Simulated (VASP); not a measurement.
A convergence study with VASP on AuZn (CsCl type): one setting is varied, all else stays as given below, so the limit is that of these other settings.

```
CELL_PARAMETERS angstrom
      3.15000     0.00000     0.00000
      0.00000     3.15000     0.00000
      0.00000     0.00000     3.15000
ATOMIC_POSITIONS crystal
  Zn 0.50000 0.50000 0.50000
  Au 0.00000 0.00000 0.00000
```

Computed with PBE GGA, VASP's PBE PAW potentials (set 64) (plane waves; VASP 6.6.1). The tightest run used: 550 eV cut-off, 21×21×21 Γ-centred mesh, first-order Methfessel-Paxton smearing of 0.10 eV, potentials Zn Au.

The reference is 21×21×21 mesh, which took about 40 core-seconds. Costs are core time on shared hosts, one run each; read them as rough ratios.

Problem. Of the settings 1×1×1 mesh; 2×2×2 mesh; 3×3×3 mesh; 4×4×4 mesh; 5×5×5 mesh; 6×6×6 mesh; 7×7×7 mesh; 8×8×8 mesh; 9×9×9 mesh; 10×10×10 mesh; 11×11×11 mesh; 12×12×12 mesh; 13×13×13 mesh; 14×14×14 mesh; 15×15×15 mesh; 16×16×16 mesh; 17×17×17 mesh; 18×18×18 mesh; 19×19×19 mesh; 20×20×20 mesh; 21×21×21 mesh, which is the lowest that keeps the difference from the reference in the stress, largest component (GPa) within 0.5 from there on, and what does it cost?

Solution. 6×6×6 mesh; its cost over the reference is about 1/6.
```csv
setting,"difference in the stress, largest component (GPa)",cost over the reference
1×1×1 mesh,6.22,about 1/10
2×2×2 mesh,0.49,about 1/10
3×3×3 mesh,2.16,about 1/10
4×4×4 mesh,0.28,about 1/10
5×5×5 mesh,0.60,about 1/8
6×6×6 mesh,0.18,about 1/6
7×7×7 mesh,0.32,about 1/6
8×8×8 mesh,0.24,about 1/4
9×9×9 mesh,0.23,about 1/5
10×10×10 mesh,0.18,about 1/5
11×11×11 mesh,0.03,about 1/3
12×12×12 mesh,0.07,about 1/2
13×13×13 mesh,0.04,about 1/3
14×14×14 mesh,0.04,within a factor of 2
15×15×15 mesh,0.01,within a factor of 2
16×16×16 mesh,0.10,within a factor of 2
17×17×17 mesh,0.05,within a factor of 2
18×18×18 mesh,0.02,within a factor of 2
19×19×19 mesh,0.08,within a factor of 2
20×20×20 mesh,0.07,within a factor of 2
21×21×21 mesh,0.00,reference
```

Left out are rungs that failed or repeat a setting and relaxations that didn't move; long series are thinned to 24 rows.

The compound is AuZn in the CsCl type structure. The cell was not relaxed at this level. The electron count is odd and the run is not spin-polarised, which forces a metal.
